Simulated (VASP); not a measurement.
# Ga2PN (I-42d) in VASP: a series of runs

Runs on Ga2PN. Level: PBE. Tasks: relaxation of cell and atoms.

Program: VASP 6.6.1. These are calculated values, not measurements. Logs are shortened: lines on timing, memory, paths and dates and some standing lists are left out, and cuts for length are marked.

### 1 The crystal as given

Symmetry: I-42d, No. 122, tetragonal system. Conventional cell: a = 5.036 Å, b = 5.036 Å, c = 9.936 Å, α = 90.00°, β = 90.00°, γ = 90.00°. Around Ga (site symmetry 2) lie 2 N at 2.02 Å. P (site symmetry -4) has 4 Ga at 2.35 Å as nearest neighbours. N (site symmetry -4) is surrounded by 4 Ga at 2.02 Å.

The cell was built by a generator and needn't be a form met in nature.

### 2 Relaxation of cell and atoms, PBE

The input, INCAR:

```
SYSTEM = Ga2PN
ALGO = Normal
EDIFF = 1E-6
EDIFFG = -0.01
ENCUT = 520
GGA = PE
IBRION = 2
ISIF = 3
ISMEAR = 0
KPAR = 4
LASPH = .True.
LCHARG = .False.
LREAL = .False.
LWAVE = .False.
NELM = 120
NSW = 90
PREC = Accurate
SIGMA = 0.03
```

The input, KPOINTS:

```
k-points
0
Gamma
  8 8 8
  0 0 0
```

The input, POSCAR:

```
Ga2PN
1.0
   -2.5180000000      2.5180000000      4.9680000000
    2.5180000000     -2.5180000000      4.9680000000
    2.5180000000      2.5180000000     -4.9680000000
Ga P N
4 2 2
Direct
    0.5682089000      0.6250000000      0.4432089000
    0.1817911000      0.1250000000      0.5567911000
    0.8750000000      0.4317911000      0.0567911000
    0.3750000000      0.8182089000      0.9432089000
    0.0000000000      0.0000000000      0.0000000000
    0.7500000000      0.2500000000      0.5000000000
    0.5000000000      0.5000000000      0.0000000000
    0.2500000000      0.7500000000      0.5000000000
```

Potentials or basis: VASP PAW PBE potentials, release 64 (Ga_d, P, N).

Started as:

```bash
> cat potpaw_PBE.64/Ga_d/POTCAR potpaw_PBE.64/P/POTCAR potpaw_PBE.64/N/POTCAR > POTCAR
> mpirun -np 4 vasp_std > vasp.out
```

OUTCAR:

```text
SYSTEM = Ga2PN
   EDIFF = 1E-6
   EDIFFG = -0.01
   ENCUT = 520
   GGA = PE
   IBRION = 2
   ISIF = 3
   ISMEAR = 0
   LASPH = .True.
   LREAL = .False.
   NELM = 120
   NSW = 90
   PREC = Accurate

 ion  position               nearest neighbor table
   1  0.568  0.625  0.443-   7 2.02   8 2.02   5 2.35   6 2.35
   2  0.182  0.125  0.557-   7 2.02   8 2.02   6 2.35   5 2.35
   3  0.875  0.432  0.057-   7 2.02   8 2.02   5 2.35   6 2.35
   4  0.375  0.818  0.943-   7 2.02   8 2.02   6 2.35   5 2.35
   5  0.000  0.000  0.000-   2 2.35   3 2.35   4 2.35   1 2.35
   6  0.750  0.250  0.500-   3 2.35   1 2.35   2 2.35   4 2.35
   7  0.500  0.500  0.000-   1 2.02   2 2.02   3 2.02   4 2.02
   8  0.250  0.750  0.500-   1 2.02   2 2.02   3 2.02   4 2.02

  LATTYP: Found a body centered tetragonal cell.
 ALAT       =     5.0360000000
 C/A-ratio  =     1.9729944400

  Lattice vectors:

 A1 = (  -2.5180000000,   2.5180000000,   4.9680000000)
 A2 = (   2.5180000000,  -2.5180000000,   4.9680000000)
 A3 = (   2.5180000000,   2.5180000000,  -4.9680000000)

Analysis of symmetry for initial positions (statically):
=====================================================================
 Subroutine PRICEL returns:
 Original cell was already a primitive cell.

 Routine SETGRP: Setting up the symmetry group for a
 body centered tetragonal supercell.

 Subroutine GETGRP returns: Found  8 space group operations
 (whereof  4 operations were pure point group operations)
 out of a pool of 16 trial point group operations.

The static configuration has the point symmetry S_4 .
 The point group associated with its full space group is D_2d.

Analysis of symmetry for dynamics (positions and initial velocities):
=====================================================================
 Subroutine PRICEL returns:
 Original cell was already a primitive cell.

 Routine SETGRP: Setting up the symmetry group for a
 body centered tetragonal supercell.

 Subroutine GETGRP returns: Found  8 space group operations
 (whereof  4 operations were pure point group operations)
 out of a pool of 16 trial point group operations.

The dynamic configuration has the point symmetry S_4 .
 The point group associated with its full space group is D_2d.

 Subroutine INISYM returns: Found  8 space group operations
 (whereof  4 operations are pure point group operations),
 and found     1 'primitive' translations

[... 112 lines left out ...]
   ISIF   =      3    stress and relaxation
   ISYM   =      2    0-nonsym 1-usesym 2-fastsym
   POTIM  = 0.5000    time-step for ionic-motion
   TEBEG  =    0.0;   TEEND  =   0.0 temperature during run
   PSTRESS=    0.0 pullay stress
   NELECT =      72.0000    total number of electrons
   NUPDOWN=      -1.0000    fix difference up-down
   EMIN   =  10.00;   EMAX   =-10.00  energy-range for DOS
   EFERMI =   0.00;   METHOD = LEGACY
   ISMEAR =     0;   SIGMA  =   0.03  broadening in eV -4-tet -1-fermi 0-gaus
   EFERMI_NEDOS =   21; number of points for ismear=-14 and -15
   IALGO  =     38    algorithm
   IMIX   =      4    mixing-type and parameters
     AMIX     =   0.40;   BMIX     =  1.00
     AMIX_MAG =   1.60;   BMIX_MAG =  1.00
  volume/ion in A,a.u.               =      15.75       106.28
  Fermi-wavevector in a.u.,A,eV,Ry     =   1.358526  2.567242 25.110819  1.845593
  Thomas-Fermi vector in A             =   2.485352
   LORBIT       =      0    0 simple, 1 ext, 2 COOP (PROOUT), +10 PAW based schemes
   GGA     = PE    functional components
   LHFCALC =     F    Hartree Fock is set to
   AEXX    =    0.0000 exact exchange contribution
   IVDW    =     0    specifies the selected vdW correction
   LEPSILON=     F    determine dielectric tensor
   LRPA    =     F    only Hartree local field effects (RPA)
 conjugate gradient relaxation of ions
 non-spin polarized calculation
 Gauss-broadening in eV      SIGMA  =   0.03
  energy-cutoff  :      520.00
  volume of cell :      125.99
 maximum number of plane-waves:      3451
 NGX is ok and might be reduce to    48
   NGX = 23   NGY = 23   NGZ = 23

--------------------------------------- Ionic step        1  -------------------------------------------

 number of electron      72.0000001 magnetization

 Free energy of the ion-electron system (eV)
  ---------------------------------------------------
  ext. energy  EPLUGINS =         0.00000000
  ---------------------------------------------------
  free energy    TOTEN  =       -41.48775460 eV

  energy without entropy =      -41.48775460  energy(sigma->0) =      -41.48775460

------------------------ aborting loop because EDIFF is reached ----------------------------------------

  FORCE on cell =-STRESS in cart. coord.  units (eV):
  Direction    XX          YY          ZZ          XY          YZ          ZX
  --------------------------------------------------------------------------------------
  -------------------------------------------------------------------------------------
  Total        0.1513546      0.1513546     -0.2286691      0.0000000     -0.0000000      0.0000000
  in kB        1.9246564      1.9246564     -2.9078028      0.0000000     -0.0000000      0.0000000
  external PRESSURE =       0.3138367 kB  Pullay stress =       0.0000000 kB
[... 71 lines left out ...]
--------------------------------------- Ionic step        3  -------------------------------------------

 number of electron      72.0000003 magnetization

 Free energy of the ion-electron system (eV)
  ---------------------------------------------------
  ext. energy  EPLUGINS =         0.00000000
  ---------------------------------------------------
  free energy    TOTEN  =       -41.48861293 eV

  energy without entropy =      -41.48861293  energy(sigma->0) =      -41.48861293

 E-fermi :   5.1417     XC(G=0): -10.6117

 val. band max:        4.9528718525   @ k =   0.0000   0.0000   0.0000
 cond. band min:       6.0906469551   @ k =   0.0000   0.0000   0.0000
 fundamental gap:      1.1377751026
 Fermi energy:         5.1417260921

 k-point     1 :       0.0000    0.0000    0.0000
  band No.  band energies     occupation
      1     -10.6124      2.00000
      2     -10.2499      2.00000
      3      -9.3591      2.00000
      4      -9.2511      2.00000
      5      -9.2365      2.00000
      6      -9.2365      2.00000
[... 1093 lines left out ...]
     42      10.2663      0.00000
     43      10.6023      0.00000

 [... further k-points ...]
[... 5 lines left out ...]
  --------------------------------------------------------------------------------------
  -------------------------------------------------------------------------------------
  Total        0.0642085      0.0642085     -0.0509233      0.0000000      0.0000000      0.0000000
  in kB        0.8159162      0.8159162     -0.6470980      0.0000000      0.0000000      0.0000000
  external PRESSURE =       0.3282448 kB  Pullay stress =       0.0000000 kB
[... 23 lines left out ...]
  FREE ENERGIE OF THE ION-ELECTRON SYSTEM (eV)
  ---------------------------------------------------
  free  energy   TOTEN  =       -41.4886129271 eV

  energy  without entropy=      -41.4886129271  energy(sigma->0) =      -41.48861293

 reached required accuracy - stopping structural energy minimisation
```

OSZICAR:

```text
N       E                     dE             d eps       ncg     rms          rms(c)
DAV:   1     0.706922953268E+03    0.70692E+03   -0.33626E+04  5310   0.277E+03
DAV:   2     0.867970905167E+02   -0.62013E+03   -0.60309E+03  5394   0.665E+02
DAV:   3    -0.354014711099E+02   -0.12220E+03   -0.11800E+03  5903   0.202E+02
[... 23 lines left out ...]
DAV:   2    -0.414887324669E+02    0.15605E-03   -0.14251E-03  5728   0.455E-01    0.837E-02
DAV:   3    -0.414886109414E+02    0.12153E-03   -0.29584E-04  8834   0.169E-01    0.157E-02
DAV:   4    -0.414886123917E+02   -0.14503E-05   -0.81640E-05  5530   0.810E-02    0.520E-03
DAV:   5    -0.414886131205E+02   -0.72886E-06   -0.11612E-05  6325   0.199E-02    0.317E-03
DAV:   6    -0.414886129271E+02    0.19341E-06   -0.12284E-06  3309   0.102E-02
   3 F= -.41488613E+02 E0= -.41488613E+02  d E =-.858327E-03
```

CONTCAR:

```text
Ga2PN
   1.00000000000000
    -2.5216282917586708    2.5216282917586708    4.9571846694953212
     2.5216282917586708   -2.5216282917586708    4.9571846694953212
     2.5216282917586708    2.5216282917586708   -4.9571846694953212
  Ga              P               N
     4     2     2
Direct
     0.5676203568353493    0.6250000000000000    0.4426203568353493
     0.1823796431646507    0.1250000000000000    0.5573796431646507
     0.8750000000000000    0.4323796431646507    0.0573796431646507
     0.3750000000000000    0.8176203568353493    0.9426203568353493
     0.0000000000000000    0.0000000000000000    0.0000000000000000
     0.7500000000000000    0.2500000000000000    0.5000000000000000
     0.5000000000000000    0.5000000000000000    0.0000000000000000
     0.2500000000000000    0.7500000000000000    0.5000000000000000

  0.00000000E+00  0.00000000E+00  0.00000000E+00
  0.00000000E+00  0.00000000E+00  0.00000000E+00
  0.00000000E+00  0.00000000E+00  0.00000000E+00
  0.00000000E+00  0.00000000E+00  0.00000000E+00
  0.00000000E+00  0.00000000E+00  0.00000000E+00
  0.00000000E+00  0.00000000E+00  0.00000000E+00
  0.00000000E+00  0.00000000E+00  0.00000000E+00
  0.00000000E+00  0.00000000E+00  0.00000000E+00
```

It took 4.2 min on 4 MPI ranks of AMD EPYC 9R14 (Zen 4), shared host; peak memory 0.49 GiB.

Results:

```
Free energy                            : -41.4886 eV
Relaxed volume                         : 15.76 Å³/atom
Relaxed cell                           : a = 6.107 Å, b = 6.107 Å, c = 6.107 Å, α = 131.22°, β = 131.22°, γ = 71.46°
Space group after relaxing (to 0.05 Å) : I-42d (No. 122)
Energy gained by relaxing              : 0.1 meV/atom
Ionic steps                            : 3
Pressure after relaxing                : 0.0 GPa
Largest force after relaxing           : 0.004 eV/Å
Band gap on the k mesh                 : 1.14 eV, direct
```

Forces in eV/Å, atoms in the order of the input:
```
Ga   0.000  0.004  0.000
Ga   0.000 -0.004  0.000
Ga  -0.004  0.000  0.000
Ga   0.004  0.000  0.000
P    0.000  0.000  0.000
P    0.000  0.000  0.000
N    0.000  0.000  0.000
N    0.000  0.000  0.000
```

Step by step:
| step | energy change (eV) | largest force (eV/Å) | pressure (GPa) | volume (Å³) |
| --- | --- | --- | --- | --- |
| 1 | 0.0000 | 0.0389 | 0.03 | 125.99 |
| 2 | -0.0007 | 0.0115 | 0.07 | 126.05 |
| 3 | -0.0009 | 0.0044 | 0.03 | 126.08 |

Final structure:
```
CELL_PARAMETERS angstrom
-2.52163 2.52163 4.95718
2.52163 -2.52163 4.95718
2.52163 2.52163 -4.95718
ATOMIC_POSITIONS crystal
Ga 0.56762 0.62500 0.44262
Ga 0.18238 0.12500 0.55738
Ga 0.87500 0.43238 0.05738
Ga 0.37500 0.81762 0.94262
P 0.00000 0.00000 0.00000
P 0.75000 0.25000 0.50000
N 0.50000 0.50000 0.00000
N 0.25000 0.75000 0.50000
```

Levels at points of the mesh, in eV from the valence-band top:
```
           k point  band 33  band 34  band 35  band 36  band 37  band 38  band 39  band 40
(0.00, 0.00, 0.00)    -2.45    -0.21    -0.21     0.00     1.14     1.96     2.85     4.64
(0.50, 0.00, 0.00)    -2.25    -1.69    -1.52    -0.37     3.35     3.63     4.10     4.57
(0.50, 0.50, 0.00)    -1.14    -1.14    -0.45    -0.45     2.09     2.09     4.65     4.65
(0.50, 0.50, 0.50)    -1.70    -1.70    -1.09    -1.09     1.92     1.92     3.37     3.37
```

PBE gaps usually lie below the measured ones, often by a third to a half.

### 3 Relaxation of cell and atoms, PBE

INCAR, as its differences from that of step 2:

```diff
@@ -2,4 +2,4 @@
 ALGO = Normal
-EDIFF = 1E-6
-EDIFFG = -0.01
+EDIFF = 1E-7
+EDIFFG = -0.005
 ENCUT = 520
@@ -15,3 +15,4 @@
 NELM = 120
-NSW = 90
+NSW = 60
+POTIM = 0.3
 PREC = Accurate
```

KPOINTS is that of step 2.

The input, POSCAR:

```
Ga2PN                                   
1.0
   -2.5216282918      2.5216282918      4.9571846695
    2.5216282918     -2.5216282918      4.9571846695
    2.5216282918      2.5216282918     -4.9571846695
  Ga              P               N             
     4     2     2
Direct
     0.5676203568353493    0.6250000000000000    0.4426203568353493
     0.1823796431646507    0.1250000000000000    0.5573796431646507
     0.8750000000000000    0.4323796431646507    0.0573796431646507
     0.3750000000000000    0.8176203568353493    0.9426203568353493
     0.0000000000000000    0.0000000000000000    0.0000000000000000
     0.7500000000000000    0.2500000000000000    0.5000000000000000
     0.5000000000000000    0.5000000000000000    0.0000000000000000
     0.2500000000000000    0.7500000000000000    0.5000000000000000
```

Potentials or basis: VASP PAW PBE potentials, release 64 (Ga_d, P, N).

Started as:

```bash
> cat potpaw_PBE.64/Ga_d/POTCAR potpaw_PBE.64/P/POTCAR potpaw_PBE.64/N/POTCAR > POTCAR
> mpirun -np 4 vasp_std > vasp.out
```

OUTCAR:

```text
SYSTEM = Ga2PN
   EDIFF = 1E-7
   EDIFFG = -0.005
   ENCUT = 520
   GGA = PE
   IBRION = 2
   ISIF = 3
   ISMEAR = 0
   LASPH = .True.
   LREAL = .False.
   NELM = 120
   NSW = 60
   POTIM = 0.3
   PREC = Accurate

 ion  position               nearest neighbor table
   1  0.568  0.625  0.443-   7 2.02   8 2.02   5 2.35   6 2.35
   2  0.182  0.125  0.557-   7 2.02   8 2.02   6 2.35   5 2.35
   3  0.875  0.432  0.057-   7 2.02   8 2.02   5 2.35   6 2.35
   4  0.375  0.818  0.943-   7 2.02   8 2.02   6 2.35   5 2.35
   5  0.000  0.000  0.000-   3 2.35   2 2.35   4 2.35   1 2.35
   6  0.750  0.250  0.500-   2 2.35   1 2.35   3 2.35   4 2.35
   7  0.500  0.500  0.000-   1 2.02   2 2.02   3 2.02   4 2.02
   8  0.250  0.750  0.500-   1 2.02   2 2.02   3 2.02   4 2.02

  LATTYP: Found a body centered tetragonal cell.
 ALAT       =     5.0432565836
 C/A-ratio  =     1.9658665338

  Lattice vectors:

 A1 = (  -2.5216282918,   2.5216282918,   4.9571846695)
 A2 = (   2.5216282918,  -2.5216282918,   4.9571846695)
 A3 = (   2.5216282918,   2.5216282918,  -4.9571846695)

Analysis of symmetry for initial positions (statically):
=====================================================================
 Subroutine PRICEL returns:
 Original cell was already a primitive cell.
[... 190 lines left out ...]

  FORCE on cell =-STRESS in cart. coord.  units (eV):
  Direction    XX          YY          ZZ          XY          YZ          ZX
  --------------------------------------------------------------------------------------
  -------------------------------------------------------------------------------------
  Total        0.0647086      0.0647086     -0.0588664      0.0000000      0.0000000      0.0000000
  in kB        0.8222718      0.8222718     -0.7480334      0.0000000      0.0000000      0.0000000
  external PRESSURE =       0.2988367 kB  Pullay stress =       0.0000000 kB
[... 239 lines left out ...]
--------------------------------------- Ionic step        7  -------------------------------------------

 number of electron      72.0000004 magnetization

 Free energy of the ion-electron system (eV)
  ---------------------------------------------------
  ext. energy  EPLUGINS =         0.00000000
  ---------------------------------------------------
  free energy    TOTEN  =       -41.48871764 eV

  energy without entropy =      -41.48871764  energy(sigma->0) =      -41.48871764

 E-fermi :   5.1356     XC(G=0): -10.6101

 val. band max:        4.9542835876   @ k =   0.0000   0.0000   0.0000
 cond. band min:       6.0872721191   @ k =   0.0000   0.0000   0.0000
 fundamental gap:      1.1329885315
 Fermi energy:         5.1355746328

 k-point     1 :       0.0000    0.0000    0.0000
  band No.  band energies     occupation
      1     -10.6128      2.00000
      2     -10.2519      2.00000
      3      -9.3617      2.00000
      4      -9.2531      2.00000
      5      -9.2396      2.00000
      6      -9.2396      2.00000
[... 1093 lines left out ...]
     42      10.2649      0.00000
     43      10.5962      0.00000

 [... further k-points ...]
[... 5 lines left out ...]
  --------------------------------------------------------------------------------------
  -------------------------------------------------------------------------------------
  Total        0.0015031      0.0015031      0.0126943      0.0000000     -0.0000000      0.0000000
  in kB        0.0190939      0.0190939      0.1612570      0.0000000     -0.0000000      0.0000000
  external PRESSURE =       0.0664816 kB  Pullay stress =       0.0000000 kB
[... 23 lines left out ...]
  FREE ENERGIE OF THE ION-ELECTRON SYSTEM (eV)
  ---------------------------------------------------
  free  energy   TOTEN  =       -41.4887176385 eV

  energy  without entropy=      -41.4887176385  energy(sigma->0) =      -41.48871764

 reached required accuracy - stopping structural energy minimisation
```

OSZICAR:

```text
N       E                     dE             d eps       ncg     rms          rms(c)
DAV:   1     0.699913181685E+03    0.69991E+03   -0.33530E+04  5316   0.276E+03
DAV:   2     0.875605984899E+02   -0.61235E+03   -0.59478E+03  5274   0.661E+02
DAV:   3    -0.353760615407E+02   -0.12294E+03   -0.11895E+03  5959   0.202E+02
DAV:   4    -0.457836053743E+02   -0.10408E+02   -0.10323E+02  6655   0.575E+01
[... 59 lines left out ...]
DAV:   2    -0.414887647752E+02    0.12426E-03   -0.61996E-04  6834   0.364E-01    0.469E-02
DAV:   3    -0.414887191074E+02    0.45668E-04   -0.82177E-05  8834   0.113E-01    0.123E-02
DAV:   4    -0.414887174490E+02    0.16584E-05   -0.27705E-05  5966   0.394E-02    0.387E-03
DAV:   5    -0.414887175907E+02   -0.14176E-06   -0.26212E-06  5882   0.139E-02    0.282E-03
DAV:   6    -0.414887176385E+02   -0.47807E-07   -0.42086E-07  5079   0.511E-03
   7 F= -.41488718E+02 E0= -.41488718E+02  d E =-.148490E-04
```

It took 8.3 min on 4 MPI ranks of AMD EPYC 9R14 (Zen 4), shared host; peak memory 0.5 GiB.

What came out:

- Free energy: -41.4887 eV
- Relaxed volume: 15.77 Å³/atom
- Relaxed cell: a = 6.103 Å, b = 6.103 Å, c = 6.103 Å, α = 131.15°, β = 131.15°, γ = 71.57°
- Space group after relaxing (to 0.05 Å): I-42d (No. 122)
- Energy gained by relaxing: 0.0 meV/atom
- Ionic steps: 7
- Pressure after relaxing: 0.0 GPa
- Band gap on the k mesh: 1.13 eV, direct

Final structure:
```
CELL_PARAMETERS angstrom
-2.52360 2.52360 4.95110
2.52360 -2.52360 4.95110
2.52360 2.52360 -4.95110
ATOMIC_POSITIONS crystal
Ga 0.56772 0.62500 0.44272
Ga 0.18228 0.12500 0.55728
Ga 0.87500 0.43228 0.05728
Ga 0.37500 0.81772 0.94272
P 0.00000 0.00000 0.00000
P 0.75000 0.25000 0.50000
N 0.50000 0.50000 0.00000
N 0.25000 0.75000 0.50000
```

A hybrid or GW would open this gap; PBE tends to underestimate it.
